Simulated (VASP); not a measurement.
An input for Ansatz (written as the equivalent of a VASP run, and not itself run):

Ansatz 0.2 input:
```yaml
crystal:
  lattice:
    - [4.0638445, 0.0000000, 0.0000000]
    - [0.0000000, 4.0638445, 0.0000000]
    - [0.0000000, 0.0000000, 4.0638445]
  atoms:
    - { symbol: Sc, position: [0.0000000, 0.0000000, 0.0000000] }
    - { symbol: Al, position: [0.0000000, 0.5000000, 0.5000000] }
    - { symbol: Al, position: [0.5000000, 0.0000000, 0.5000000] }
    - { symbol: Al, position: [0.5000000, 0.5000000, 0.0000000] }
kpoints:
  mp_grid: { grid: [7, 7, 7] }
hamiltonian:
  xc: r2scan
  dispersion: rvv10
  pseudopotentials: { kind: paw }
scf:
  occupations: { method: methfessel_paxton, width: 0.1 }
  max_iter: 100
relax:
  max_steps: 60
  f_tol: 0.02
  cell: {}
output: { forces: true, stress: true, eigenvalues: true }
```

Question: Translate this input to VASP (INCAR, KPOINTS, POSCAR, choice of POTCAR).

Answer: One answer among several that fit: 
### INCAR
```
SIGMA = 0.1
LUSE_VDW = T
NSW = 60   # most ionic steps
LASPH = T   # aspherical one-centre terms
NELM = 100   # most electronic steps
EDIFF = 1E-6
SYSTEM = Al3Sc
METAGGA = R2SCAN
LREAL = F
LCHARG = F
CPARAM = 0.0093
BPARAM = 11.95
LMAXMIX = 4   # l cut-off of mixed one-centre charges
EDIFFG = -0.02
ALGO = Normal
LMIXTAU = T
LWAVE = F
ISIF = 3   # ions, shape and volume
PREC = Accurate
IBRION = 2   # conjugate gradients
ENCUT = 520   # plane-wave cut-off (eV)
ISMEAR = 1
```

File KPOINTS:
```
Automatic mesh
0
G
 7 7 7
0 0 0
```

### POSCAR
```
Al3Sc
1
    4.0638445191    -0.0000000000     0.0000000000
    0.0000000000     4.0638445191     0.0000000000
    0.0000000000     0.0000000000     4.0638445191
Sc Al
1 3
Direct
  0.0000000000   0.0000000000   0.0000000000
  0.0000000000   0.5000000000   0.5000000000
  0.5000000000   0.0000000000   0.5000000000
  0.5000000000   0.5000000000   0.0000000000
```

POTCAR, in this order: Sc_sv Al (PBE.64 set). Program: vasp_std.

Limits of the translation: each code has its own PAW files, so the cut-off isn't converted (ENCUT is set for VASP's; basis.ecutwfc is left out, and Ansatz then takes the one that its files recommend); Ansatz stops its SCF on the density residual and VASP on the energy change (EDIFF).

The compound is Al3Sc in the L1_2 structure. This run relaxes it. Symmetry was kept, so distortions that lower it aren't found. The start is the result of an earlier pass.
